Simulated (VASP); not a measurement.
```xyz
3
Lattice="3.0117 0.0000 0.0000 -1.5058 2.6082 0.0000 0.0000 0.0000 4.8584" Properties=species:S:1:pos:R:3 pbc="T T T"
C      0.0000     0.0000     0.0000
Pt     0.0000     1.7388     1.2243
Pt     1.5058     0.8694     3.6341
```

These are PBE GGA, VASP's PBE PAW potentials (set 64) (plane waves; VASP) values and carry that method's errors. Settings: 400 eV cut-off, 9×9×5 Γ-centred mesh, Gaussian smearing of 0.14 eV, potentials C Pt.

At this cut-off the stress carries a Pulay error, which pulls relaxed volumes low.

Q: Give the force on each atom (eV/Å).

A: 
```
atom     Fx     Fy      Fz
----  -----  -----  ------
C1    0.000  0.000   0.000
Pt2   0.000  0.000   0.708
Pt3   0.000  0.000  -0.708
```

Q: Give the stress tensor in GPa (positive for a compressed cell).

A: 
```
 9.79   0.00   0.00
 0.00   9.79   0.00
 0.00   0.00  -0.54
```
The pressure is its mean diagonal, 6.35 GPa.

The structure was generated: Pt2C was put into an ordered model structure, which need not be its known phase. The cell was not relaxed at this level.
